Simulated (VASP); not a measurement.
Output of a VASP run:

OSZICAR:
```
       N       E                     dE             d eps       ncg     rms          rms(c)
DAV:   1     0.563637183714E+02    0.56364E+02   -0.86574E+03  4340   0.121E+03
DAV:   2    -0.193017544365E+02   -0.75665E+02   -0.73539E+02  5730   0.176E+02
DAV:   3    -0.228294393538E+02   -0.35277E+01   -0.34641E+01  5846   0.388E+01
DAV:   4    -0.228680882001E+02   -0.38649E-01   -0.38624E-01  5250   0.476E+00
DAV:   5    -0.228686720237E+02   -0.58382E-03   -0.58368E-03  5928   0.497E-01    0.111E+01
DAV:   6    -0.227639919870E+02    0.10468E+00   -0.66873E-02  5246   0.174E+00    0.649E+00
DAV:   7    -0.227203208823E+02    0.43671E-01   -0.89389E-02  5702   0.202E+00    0.326E-01
DAV:   8    -0.227197437997E+02    0.57708E-03   -0.10689E-02  5092   0.761E-01    0.226E-01
DAV:   9    -0.227196884560E+02    0.55344E-04   -0.55654E-04  5948   0.160E-01    0.110E-01
DAV:  10    -0.227196639168E+02    0.24539E-04   -0.79312E-05  5590   0.567E-02    0.469E-02
DAV:  11    -0.227196646345E+02   -0.71762E-06   -0.11275E-05  5660   0.243E-02    0.797E-03
DAV:  12    -0.227196647188E+02   -0.84342E-07   -0.59752E-07  3070   0.568E-03
   1 F= -.19116161E+02 E0= -.19116066E+02  d E =-.191162E+02
       N       E                     dE             d eps       ncg     rms          rms(c)
DAV:   1    -0.227226533011E+02   -0.29887E-02   -0.89899E-03  4610   0.580E-01    0.683E-02
DAV:   2    -0.227226945995E+02   -0.41298E-04   -0.52266E-04  5918   0.168E-01    0.217E-02
DAV:   3    -0.227226878192E+02    0.67803E-05   -0.11070E-05  5182   0.248E-02    0.866E-03
DAV:   4    -0.227226862997E+02    0.15195E-05   -0.41691E-06  5168   0.127E-02    0.363E-03
DAV:   5    -0.227226859970E+02    0.30266E-06   -0.24925E-07  2620   0.365E-03
   2 F= -.19116294E+02 E0= -.19116181E+02  d E =-.132594E-03
       N       E                     dE             d eps       ncg     rms          rms(c)
DAV:   1    -0.227225819045E+02    0.10440E-03   -0.11692E-05  4604   0.210E-02    0.264E-03
DAV:   2    -0.227225819368E+02   -0.32339E-07   -0.59366E-07  2422   0.605E-03
   3 F= -.19116294E+02 E0= -.19116182E+02  d E =-.132588E-03
       N       E                     dE             d eps       ncg     rms          rms(c)
DAV:   1    -0.227200512142E+02    0.25307E-02   -0.86266E-03  4538   0.554E-01    0.514E-02
DAV:   2    -0.227199996917E+02    0.51523E-04   -0.42913E-04  5864   0.152E-01    0.308E-02
DAV:   3    -0.227199637766E+02    0.35915E-04   -0.79598E-05  5384   0.566E-02    0.534E-03
DAV:   4    -0.227199640197E+02   -0.24305E-06   -0.75756E-06  5432   0.197E-02
   4 F= -.19116389E+02 E0= -.19116263E+02  d E =-.952334E-04
```

**OUTCAR**
```
------------------------ aborting loop because EDIFF is reached ----------------------------------------
  FORCE on cell =-STRESS in cart. coord.  units (eV):
  Direction    XX          YY          ZZ          XY          YZ          ZX
  --------------------------------------------------------------------------------------
  Total        3.6215857      3.5847375      3.6172664      0.0000000      0.0000000      0.0000000
  in kB      100.4997929     99.4772489    100.3799330      0.0000000      0.0000000      0.0000000
  external PRESSURE =       0.1189916 kB  Pullay stress =     100.0000000 kB
  volume of cell :       57.74
      direct lattice vectors                 reciprocal lattice vectors
     1.689131319 -4.752927938 -0.000000000     0.296010141 -0.105198313 -0.000000000
     1.689131319  4.752927938  0.000000000     0.296010141  0.105198313  0.000000000
     0.000000000 -0.000000000  3.595750402     0.000000000 -0.000000000  0.278106066
 POSITION                                       TOTAL-FORCE (eV/Angst)
 -----------------------------------------------------------------------------------
      1.68913      3.65686      3.42384         0.000000      0.000774      0.001000
      1.68913      1.09606      1.62597         0.000000     -0.000774      0.001000
      1.68913     -1.09606      1.96978         0.000000      0.000774     -0.001000
      1.68913     -3.65686      0.17191         0.000000     -0.000774     -0.001000
 -----------------------------------------------------------------------------------
    total drift:                               -0.000000     -0.000000      0.000000
  FREE ENERGIE OF THE ION-ELECTRON SYSTEM (eV)
  ---------------------------------------------------
  free  energy   TOTEN  =       -22.7199640197 eV

  energy  without entropy=      -22.7195876502  energy(sigma->0) =      -22.71983856
  enthalpy is  TOTEN    =       -19.1163887723 eV   P V=        3.6035752473

 reached required accuracy - stopping structural energy minimisation
```
(Selected blocks of OUTCAR.)

POSCAR:
```
P
1
    1.6884314467    -4.7580839815     0.0000000000
    1.6884314467     4.7580839815    -0.0000000000
    0.0000000000     0.0000000000     3.5932714921
P
4
Direct
  0.1150762573   0.8849237427   0.9527279467
  0.3849237427   0.6150762573   0.4527279467
  0.6150762573   0.3849237427   0.5472720533
  0.8849237427   0.1150762573   0.0472720533
```

Q: Reconstruct the remaining input files.

A: One answer among several that fit: the input of the run itself, PBEsol GGA, plane waves, VASP's PBE PAW potentials (set 64).

KPOINTS:
```
Automatic mesh
0
Gamma
10 10 9
0 0 0
```

INCAR:
```
SYSTEM = P
PREC = Accurate; ENCUT = 500; LREAL = .FALSE.
LASPH = .TRUE.
EDIFF = 1E-6; NELM = 100; ALGO = Normal
ISMEAR = 1; SIGMA = 0.1
GGA = PS
IBRION = 2; NSW = 40; ISIF = 3
EDIFFG = -0.02; PSTRESS = 100
LWAVE = .FALSE.; LCHARG = .FALSE.
```

POTCAR, in this order: P (PBE.64 set). Program: vasp_std.

Without a dispersion term in the relaxation, distances and binding between the weakly bound layers, chains or molecules are unreliable, and so is what depends on them.

The compound is P in the black structure. This run relaxes it under an external pressure of 10 GPa. Symmetry was kept, so distortions that lower it aren't found.
